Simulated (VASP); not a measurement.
# A VASP study of SnTeS (optB86b-vdW): structure first, properties next, part 4 of 6

Aim: relax SnTeS, then compute properties on the relaxed cell. The cell is invented: it takes the structure of a Materials Project entry for SnSeS (space group 156 there), with some of its atoms replaced by other elements, volume scaled by an estimate. It may not be a known or stable phase.

VASP 6.6.1, plane waves and PAW; the level of theory is named at each step.

Still holding for the runs below: The k-mesh is coarse for a metal.

So far. Step 5 (Single point with fields (optB86b-vdW)): In this run the pressure is 0.04 GPa, small enough to go on; single stress components reach 0.05 GPa. Step 6 (Band structure (optB86b-vdW)): There is no gap at this level.

### Step 7. Density of states (optB86b-vdW)

Level of this step: optB86b-vdW; plane waves and PAW (Te, Sn_d, S); invented cell (VASP).

Here the states are counted by energy and projected on the atoms. The mesh is finer than in the run before.

INCAR reads:

```
SYSTEM = SnTeS
PREC = Accurate
ENCUT = 400
EDIFF = 1E-06
NELM = 100
ISMEAR = -5
SIGMA = 0.05
LREAL = .FALSE.
ALGO = Normal
GGA = MK
AGGAC = 0
LUSE_VDW = .TRUE.
PARAM1 = 0.1234
PARAM2 = 1
LASPH = .TRUE.
NBANDS = 26
LORBIT = 11
LWAVE = .FALSE.
LCHARG = .FALSE.
NEDOS = 2001
```

POSCAR reads:

```
SnTeS
1.0
    3.8445748557      0.0000000083      0.0000000000
   -1.9222879154      3.3294992889      0.0000000000
    0.0000000000      0.0000000000      6.3050564372
Te Sn S
1 1 1
Direct
    0.0000000000      0.0000000000      0.7143718298
    0.3333333300      0.6666666700      0.0271037094
    0.6666666700      0.3333333300      0.2585254609
```

KPOINTS reads:

```
Automatic mesh
0
Gamma
9 9 5
0 0 0
```

Potentials, in the order of the species: Te, Sn_d and S (PBE family, release 64).

Launch:

```console
$ mpirun -np 1 vasp_std
```

Output:

```text
[... set-up lines as in an earlier step ...]
 entering main loop
       N       E                     dE             d eps       ncg     rms          rms(c)
DAV:   1     0.192776979519E+03    0.19278E+03   -0.99521E+03  2762   0.956E+02
DAV:   2     0.172530272687E+02   -0.17552E+03   -0.16557E+03  2708   0.296E+02
DAV:   3    -0.468630902457E+01   -0.21939E+02   -0.21623E+02  3214   0.889E+01
DAV:   4    -0.543337335594E+01   -0.74706E+00   -0.74562E+00  3164   0.176E+01
DAV:   6    -0.519848095718E+01    0.25442E+00   -0.67962E-01  3576   0.512E+00    0.507E+00
DAV:   7    -0.519878671189E+01   -0.30575E-03   -0.15386E-01  3190   0.186E+00    0.191E+00
DAV:   8    -0.519974276887E+01   -0.95606E-03   -0.13308E-02  3150   0.665E-01    0.280E-01
DAV:   9    -0.519921254200E+01    0.53023E-03   -0.12726E-03  2958   0.198E-01    0.164E-01
DAV:  10    -0.519923358690E+01   -0.21045E-04   -0.28275E-04  3046   0.776E-02    0.966E-02
DAV:  11    -0.519924114941E+01   -0.75625E-05   -0.34013E-05  3122   0.355E-02    0.480E-02
DAV:  12    -0.519925357830E+01   -0.12429E-04   -0.15788E-05  2802   0.220E-02    0.730E-03
DAV:  13    -0.519925432032E+01   -0.74201E-06   -0.74884E-07  2460   0.536E-03
   1 F= -.51992543E+01 E0= -.51992543E+01  d E =0.000000E+00
 -----------------------------------------------------------------------------
|                                                                             |
|           W    W    AA    RRRRR   N    N  II  N    N   GGGG   !!!           |
|           W    W   A  A   R    R  NN   N  II  NN   N  G    G  !!!           |
|           W    W  A    A  R    R  N N  N  II  N N  N  G       !!!           |
|           W WW W  AAAAAA  RRRRR   N  N N  II  N  N N  G  GGG   !            |
|           WW  WW  A    A  R   R   N   NN  II  N   NN  G    G                |
|           W    W  A    A  R    R  N    N  II  N    N   GGGG   !!!           |
|                                                                             |
|     Tetrahedron method does not include variations of the Fermi             |
|     occupations, so forces and stress will be inaccurate. We suggest        |
|     using a different smearing scheme ISMEAR = 1 or 2 for metals in         |
|     relaxations.                                                            |
|                                                                             |
 -----------------------------------------------------------------------------
```

Wall time 70 s (1 MPI rank of Intel Xeon Platinum 8559C (Emerald Rapids), shared host); peak memory 0.42 GiB.

From OUTCAR (step 7):

```text
   k-points           NKPTS =     50   k-points in BZ     NKDIM =     50   number of bands    NBANDS=     26

   NELECT =      26.0000    total number of electrons

 E-fermi :   6.1127

 k-point     1 :       0.0000    0.0000    0.0000
  band No.  band energies     occupation
    ...
      8      -0.9856      2.00000
      9       4.1348      2.00000
     10       4.1348      2.00000
     11       5.1733      2.00000
     12       5.9412      1.91286
     13       6.4130      0.00000
     14       6.4130      0.00000
     15       9.3517      0.00000
     16       9.9233      0.00000
     17       9.9233      0.00000
    ...

Total vdW correction in eV:      4.4252199

  Total        0.1277638      0.1277638     -0.3632520     -0.0000000      0.0000000      0.0000000
  in kB        2.5363090      2.5363087     -7.2111136     -0.0000004      0.0000000      0.0000000
  external PRESSURE =      -0.7128320 kB  Pullay stress =       0.0000000 kB

 POSITION                                       TOTAL-FORCE (eV/Angst)
 -----------------------------------------------------------------------------------
      0.00000      0.00000      4.50415        -0.000000     -0.000000      0.283313
     -0.00000      2.21967      0.17089         0.000000     -0.000000     -0.282103
      1.92229      1.10983      1.63002        -0.000000      0.000000     -0.001210
 -----------------------------------------------------------------------------------
    total drift:                               -0.000002      0.000001     -0.000021

  FREE ENERGIE OF THE ION-ELECTRON SYSTEM (eV)
  ---------------------------------------------------
  free  energy   TOTEN  =        -5.1992543203 eV

  energy  without entropy=       -5.1992543203  energy(sigma->0) =       -5.19925432

Total vdW correction in eV:      4.4251749

[... 6 parts as in an earlier step ...]

[... 10 further parts left out ...]
```

Force components of up to 0.28 eV/Å appear here. Mesh or smearing differ from those of the relaxation, so its positions hold an error of that kind, and the forces of a metal with tetrahedra are inexact too. With tetrahedra the forces and stress of a metal are not exact derivatives of the energy.

This step gave:

```yaml
irreducible_k_points: 50
free_energy_toten: -5.199 eV
fermi_energy: 6.113 eV
pressure: -0.07128 GPa
dos_at_the_fermi_level_one_point_of_the_energy_grid: 1.411 states/eV/cell
```

The density of states has structure finer than the step of the table below, so its rows give means over 1 eV, whole bins alone (the curve runs from -12.0 to 7.29 eV). Peaks (eV: height): total -7.7: 3.35, 3.2: 4.07, 4.0: 4.62, 4.5: 4.66; S p -4.5: 0.401, -3.1: 0.892, -1.0: 0.532, 4.5: 0.504; Te p -1.6: 0.693, -1.0: 1.07, 0.3: 0.616, 4.5: 0.398; Sn p -3.2: 0.359, 3.2: 1.05, 4.0: 1.49, 4.5: 1.21; Sn s -7.7: 1.61, -6.9: 0.705, 0.3: 0.365.

States under -12.0 eV and over 7.3 eV are left out. The density of states by energy, zero at the Fermi level; means over each step; values in states/eV/cell:

```
energy (eV)  total      S p     Te p     Sn p     Sn s     Te s      S s
        -11   1.53  0.00279  0.00873   0.0267   0.0479    0.888   0.0628
        -10  0.204   4.0e-4   7.5e-4  0.00362  0.00292    0.133  0.00129
         -9      0        0        0        0        0        0        0
         -8  0.585   0.0473   0.0184  0.00142    0.278   0.0236   0.0114
         -7   1.26   0.0972   0.0439  0.00346    0.513   0.0999   0.0739
         -6  0.157   0.0102  0.00695   2.8e-4   0.0550   0.0181   0.0172
         -5   1.05    0.183    0.120    0.148  0.00555   0.0120  0.00720
         -4   1.91    0.439    0.193    0.243   0.0126   0.0199   0.0110
         -3   2.41    0.687    0.238    0.272   0.0148   0.0231   0.0132
         -2   2.09    0.452    0.440    0.116   0.0275   0.0184   0.0113
         -1   1.95    0.286    0.634   0.0619   0.0189  0.00839  0.00798
          0   1.53    0.203    0.428   0.0485    0.186  0.00474  0.00686
          1   1.06    0.204    0.194   0.0379    0.206  0.00263   0.0159
          2      0        0        0        0        0        0        0
          3   1.58   0.0934    0.128    0.389   0.0126   0.0313   0.0527
          4   3.12    0.269    0.256    0.913   0.0109   0.0380   0.0238
          5   2.06    0.220    0.164    0.382  0.00981   0.0153  0.00509
          6   1.12   0.0307   0.0590   0.0613  0.00193  0.00537  0.00145
```

Force by atom:

```
atom  x (eV/Å)  y (eV/Å)  z (eV/Å)   size
 Te1     0.000     0.000     0.283  0.283
 Sn2     0.000     0.000    -0.282  0.282
  S3     0.000     0.000    -0.001  0.001
```

The finer mesh and the other smearing move the Fermi level by +0.02 eV from the 6×6×3 run, a small shift, which tests the Fermi level alone. Of the states within 0.3 eV of the Fermi level, the largest shares in the PAW spheres are Te p 29 %, S p 12 % and Sn s 11 %. The rest lies in smaller channels or between the spheres.

### Step 8. Volume scan with optB86b-vdW

An equation of state needs energies on both sides of the minimum, all on one mesh and cutoff.

Edit INCAR of step 7 so:

```diff
@@ -5,3 +5,3 @@
 NELM = 100
-ISMEAR = -5
+ISMEAR = -1
 SIGMA = 0.05
@@ -15,3 +15,3 @@
 LASPH = .TRUE.
-NBANDS = 26
+NBANDS = 19
 LORBIT = 11
@@ -19,2 +19,2 @@
 LCHARG = .FALSE.
-NEDOS = 2001
+ISIF = 2
```

POSCAR reads:

```
SnTeS
1.0
    3.7660921226      0.0000000081      0.0000000000
   -1.8830465389      3.2615312524      0.0000000000
    0.0000000000      0.0000000000      6.1763457005
Te Sn S
1 1 1
Direct
    0.0000000000      0.0000000000      0.7143718298
    0.3333333300      0.6666666700      0.0271037094
    0.6666666700      0.3333333300      0.2585254609
```

KPOINTS reads:

```
Automatic mesh
0
Gamma
6 6 3
0 0 0
```

Launch:

```console
$ mpirun -np 1 vasp_std
```

Output:

```text
[... set-up lines as in an earlier step ...]
 entering main loop
       N       E                     dE             d eps       ncg     rms          rms(c)
DAV:   1     0.185524669583E+03    0.18552E+03   -0.10860E+04   655   0.135E+03
DAV:   2     0.142339887634E+02   -0.17129E+03   -0.16631E+03   695   0.347E+02
DAV:   3    -0.469084121329E+01   -0.18925E+02   -0.18633E+02   805   0.106E+02
DAV:   4    -0.539905589751E+01   -0.70821E+00   -0.70623E+00   741   0.216E+01
DAV:   5    -0.542139098778E+01   -0.22335E-01   -0.22333E-01   924   0.404E+00    0.873E+00
DAV:   6    -0.517359179692E+01    0.24780E+00   -0.76821E-01   898   0.695E+00    0.560E+00
DAV:   7    -0.516851909839E+01    0.50727E-02   -0.18044E-01   724   0.267E+00    0.183E+00
DAV:   8    -0.516883682770E+01   -0.31773E-03   -0.15734E-02   800   0.975E-01    0.307E-01
DAV:   9    -0.516878009612E+01    0.56732E-04   -0.33679E-03   726   0.352E-01    0.136E-01
DAV:  10    -0.516882819099E+01   -0.48095E-04   -0.33413E-04   797   0.100E-01    0.956E-02
DAV:  11    -0.516885135922E+01   -0.23168E-04   -0.40474E-05   706   0.417E-02    0.286E-02
DAV:  12    -0.516885776072E+01   -0.64015E-05   -0.94440E-06   720   0.224E-02    0.579E-03
DAV:  13    -0.516885834784E+01   -0.58712E-06   -0.14184E-06   551   0.753E-03
   1 F= -.51688583E+01 E0= -.51644534E+01  d E =-.880997E-02
```

Run time: 45 s. Hardware: 1 MPI rank; peak memory 0.38 GiB.

From OUTCAR (step 8):

```text
   ENCUT  =  400.0 eV  29.40 Ry    5.42 a.u.   6.14  6.14 10.07*2*pi/ulx,y,z

   NELECT =      26.0000    total number of electrons

 E-fermi :   6.9214

 k-point     1 :       0.0000    0.0000    0.0000
  band No.  band energies     occupation
    ...
      8      -0.4518      2.00000
      9       4.8249      2.00000
     10       4.8249      2.00000
     11       5.9678      2.00000
     12       6.9628      0.60832
     13       7.1913      0.00902
     14       7.1913      0.00902
     15      10.2477      0.00000
     16      10.8299      0.00000
     17      10.8299      0.00000
    ...

Total vdW correction in eV:      4.2935940

  Total        1.9905852      1.9905849      2.0985463     -0.0000003     -0.0000000      0.0000000
  in kB       42.0385051     42.0385001     44.3184998     -0.0000061     -0.0000000      0.0000000
  external PRESSURE =      42.7985016 kB  Pullay stress =       0.0000000 kB

 POSITION                                       TOTAL-FORCE (eV/Angst)
 -----------------------------------------------------------------------------------
      0.00000      0.00000      4.41221        -0.000000      0.000000     -0.398752
     -0.00000      2.17435      0.16740         0.000000     -0.000000     -0.052824
      1.88305      1.08718      1.59674        -0.000000      0.000000      0.451576
 -----------------------------------------------------------------------------------
    total drift:                               -0.000002      0.000000     -0.000854

  FREE ENERGIE OF THE ION-ELECTRON SYSTEM (eV)
  ---------------------------------------------------
  free  energy   TOTEN  =        -5.1688583478 eV

  energy  without entropy=       -5.1600483806  energy(sigma->0) =       -5.16445336

Total vdW correction in eV:      4.2935642

[... 2 parts as in an earlier step ...]

[... 14 further parts left out ...]
```

The scan keeps the cell's shape and the fractional positions fixed.

This step gave:

| Quantity | Value |
| --- | --- |
| bands | 19 |
| irreducible k-points | 17 |
| free energy (TOTEN) | -5.169 eV |
| energy at zero smearing | -5.164 eV |
| Fermi energy | 6.921 eV |
| pressure | 4.280 GPa |

Force by atom:

```
atom  x (eV/Å)  y (eV/Å)  z (eV/Å)   size
 Te1     0.000     0.000    -0.399  0.399
 Sn2     0.000     0.000    -0.053  0.053
  S3     0.000     0.000     0.452  0.452
```

The pressure here is 4.28 GPa.

### Step 9. Volume scan with optB86b-vdW (run 2)

INCAR is that of step 8.

POSCAR reads:

```
SnTeS
1.0
    3.7926147719      0.0000000082      0.0000000000
   -1.8963078669      3.2845005391      0.0000000000
    0.0000000000      0.0000000000      6.2198425259
Te Sn S
1 1 1
Direct
    0.0000000000      0.0000000000      0.7143718298
    0.3333333300      0.6666666700      0.0271037094
    0.6666666700      0.3333333300      0.2585254609
```

KPOINTS is that of step 8.

Launch:

```console
$ mpirun -np 1 vasp_std
```

Output:

```text
[... set-up lines as in an earlier step ...]
 entering main loop
       N       E                     dE             d eps       ncg     rms          rms(c)
DAV:   1     0.190328774422E+03    0.19033E+03   -0.10798E+04   649   0.135E+03
DAV:   2     0.141086079036E+02   -0.17622E+03   -0.17112E+03   716   0.343E+02
DAV:   3    -0.474790117425E+01   -0.18857E+02   -0.18448E+02   819   0.106E+02
DAV:   4    -0.543663262556E+01   -0.68873E+00   -0.68672E+00   730   0.210E+01
DAV:   5    -0.545668360333E+01   -0.20051E-01   -0.20045E-01   900   0.387E+00    0.842E+00
DAV:   6    -0.520684361148E+01    0.24984E+00   -0.80892E-01   884   0.691E+00    0.542E+00
DAV:   7    -0.520372381738E+01    0.31198E-02   -0.17741E-01   723   0.261E+00    0.189E+00
DAV:   8    -0.520428141626E+01   -0.55760E-03   -0.15442E-02   797   0.943E-01    0.290E-01
DAV:   9    -0.520422213832E+01    0.59278E-04   -0.32450E-03   734   0.340E-01    0.141E-01
DAV:  10    -0.520428097382E+01   -0.58835E-04   -0.34715E-04   773   0.102E-01    0.965E-02
DAV:  11    -0.520430418833E+01   -0.23215E-04   -0.40292E-05   715   0.409E-02    0.341E-02
DAV:  12    -0.520431308746E+01   -0.88991E-05   -0.12607E-05   708   0.252E-02    0.635E-03
DAV:  13    -0.520431351737E+01   -0.42991E-06   -0.12865E-06   515   0.716E-03
   1 F= -.52043135E+01 E0= -.51998137E+01  d E =-.899971E-02
```

It took 46 s on 1 MPI rank; peak memory 0.38 GiB.

OUTCAR, selected parts (step 9):

```text
   ENCUT  =  400.0 eV  29.40 Ry    5.42 a.u.   6.18  6.18 10.14*2*pi/ulx,y,z

   NELECT =      26.0000    total number of electrons

 E-fermi :   6.6319

 k-point     1 :       0.0000    0.0000    0.0000
  band No.  band energies     occupation
    ...
      8      -0.6327      2.00000
      9       4.6026      2.00000
     10       4.6026      2.00000
     11       5.6937      2.00000
     12       6.6157      1.16094
     13       6.8996      0.00942
     14       6.8996      0.00942
     15       9.9264      0.00000
     16      10.5176      0.00000
     17      10.5176      0.00000
    ...

Total vdW correction in eV:      4.3372643

  Total        1.2850520      1.2850518      1.3583995     -0.0000002      0.0000000     -0.0000000
  in kB       26.5731977     26.5731945     28.0899283     -0.0000038      0.0000000     -0.0000000
  external PRESSURE =      27.0787735 kB  Pullay stress =       0.0000000 kB

 POSITION                                       TOTAL-FORCE (eV/Angst)
 -----------------------------------------------------------------------------------
      0.00000      0.00000      4.44328         0.000000     -0.000000     -0.258866
     -0.00000      2.18967      0.16858         0.000000     -0.000000     -0.030258
      1.89631      1.09483      1.60799        -0.000000      0.000000      0.289125
 -----------------------------------------------------------------------------------
    total drift:                               -0.000002      0.000001     -0.000018

  FREE ENERGIE OF THE ION-ELECTRON SYSTEM (eV)
  ---------------------------------------------------
  free  energy   TOTEN  =        -5.2043135174 eV

  energy  without entropy=       -5.1953138111  energy(sigma->0) =       -5.19981366

Total vdW correction in eV:      4.3372410

[... 3 parts as in an earlier step ...]

[... 13 further parts left out ...]
```

Numbers from this step:

- free energy (TOTEN): -5.204 eV
- energy at zero smearing: -5.200 eV
- Fermi energy: 6.632 eV
- pressure: 2.708 GPa

Force by atom:

```
atom  x (eV/Å)  y (eV/Å)  z (eV/Å)   size
 Te1     0.000     0.000    -0.259  0.259
 Sn2     0.000     0.000    -0.030  0.030
  S3     0.000     0.000     0.289  0.289
```

The pressure falls from 4.28 to 2.71 GPa.

The run ends at a pressure of 2.71 GPa, with forces up to 0.29 eV/Å.

### Step 10. Volume scan with optB86b-vdW (run 3)

INCAR is that of step 9.

POSCAR reads:

```
SnTeS
1.0
    3.8187715624      0.0000000082      0.0000000000
   -1.9093862655      3.3071529828      0.0000000000
    0.0000000000      0.0000000000      6.2627393471
Te Sn S
1 1 1
Direct
    0.0000000000      0.0000000000      0.7143718298
    0.3333333300      0.6666666700      0.0271037094
    0.6666666700      0.3333333300      0.2585254609
```

KPOINTS is that of step 9.

Launch:

```console
$ mpirun -np 1 vasp_std
```

Output:

```text
[... set-up lines as in an earlier step ...]
 entering main loop
       N       E                     dE             d eps       ncg     rms          rms(c)
DAV:   1     0.188393239962E+03    0.18839E+03   -0.10715E+04   654   0.132E+03
DAV:   2     0.154321407303E+02   -0.17296E+03   -0.16823E+03   690   0.346E+02
DAV:   3    -0.477088026913E+01   -0.20203E+02   -0.19843E+02   810   0.111E+02
DAV:   4    -0.545755515318E+01   -0.68667E+00   -0.68426E+00   743   0.218E+01
[...]
DAV:  11    -0.522484071995E+01   -0.22829E-04   -0.43098E-05   703   0.410E-02    0.374E-02
DAV:  12    -0.522485065388E+01   -0.99339E-05   -0.14017E-05   711   0.264E-02    0.665E-03
DAV:  13    -0.522485107312E+01   -0.41924E-06   -0.14617E-06   552   0.758E-03
   1 F= -.52248511E+01 E0= -.52203515E+01  d E =-.899906E-02
```

Run time: 46 s. Hardware: 1 MPI rank; peak memory 0.39 GiB.

From OUTCAR (step 10):

```text
  Total        0.6309406      0.6309405      0.6701026     -0.0000001     -0.0000000     -0.0000000
  in kB       12.7807615     12.7807600     13.5740553     -0.0000018     -0.0000000     -0.0000000
  external PRESSURE =      13.0451922 kB  Pullay stress =       0.0000000 kB

 POSITION                                       TOTAL-FORCE (eV/Angst)
 -----------------------------------------------------------------------------------
      0.00000      0.00000      4.47392        -0.000000      0.000000     -0.128809
     -0.00000      2.20477      0.16974        -0.000000      0.000000     -0.011769
      1.90939      1.10238      1.61908         0.000000     -0.000000      0.140578
 -----------------------------------------------------------------------------------
    total drift:                               -0.000002      0.000001     -0.000191

  FREE ENERGIE OF THE ION-ELECTRON SYSTEM (eV)
  ---------------------------------------------------
  free  energy   TOTEN  =        -5.2248510731 eV

  energy  without entropy=       -5.2158520108  energy(sigma->0) =       -5.22035154

[... 1 part as in an earlier step ...]

[... 2 further parts left out ...]
[key lines of the parts left out:]
E-fermi :   6.3555
```

The pressure falls from 2.71 to 1.30 GPa.

The run ends at a pressure of 1.30 GPa, with forces up to 0.14 eV/Å.

### Step 11. Volume scan with optB86b-vdW (run 4)

INCAR is that of step 10.

POSCAR reads:

```
SnTeS
1.0
    3.8445748557      0.0000000083      0.0000000000
   -1.9222879154      3.3294992889      0.0000000000
    0.0000000000      0.0000000000      6.3050564372
Te Sn S
1 1 1
Direct
    0.0000000000      0.0000000000      0.7143718298
    0.3333333300      0.6666666700      0.0271037094
    0.6666666700      0.3333333300      0.2585254609
```

KPOINTS is that of step 10.

Launch:

```console
$ mpirun -np 1 vasp_std
```

Output:

```text
[... set-up lines as in an earlier step ...]
 entering main loop
       N       E                     dE             d eps       ncg     rms          rms(c)
[... 13 cycles as in an earlier step ...]
   1 F= -.52319131E+01 E0= -.52273846E+01  d E =-.905698E-02
```

Elapsed: 47 s, on 1 MPI rank; peak memory 0.39 GiB.

From OUTCAR (step 11):

```text
[... 6 parts as in an earlier step ...]

[... 1 further part left out ...]
[key lines of the parts left out:]
E-fermi :   6.0932
```

The pressure falls from 1.30 to 0.04 GPa.

The run ends at a pressure of 0.04 GPa, with forces up to 0.0061 eV/Å.

(Continued in part 5 of 6.)

[Lines on the potential files, build, host, timing and source positions are cut from VASP's logs without a mark.]

[Logs are printed without paths, hosts, clocks, repeated set-up lines and the standing remarks that a program may print on its own settings, such as how far it seeks lower states.]

[Hosts, paths, dates, database ids (printed as entryN), source tags and the programs' standing remarks are cut or masked in the printed files.]

[A measured line is paired with the nearest computed mode of its activity, which favours agreement.]

[In band tables of VASP the shares of atoms and orbitals are scaled to a sum of 1 inside the atoms' spheres.]
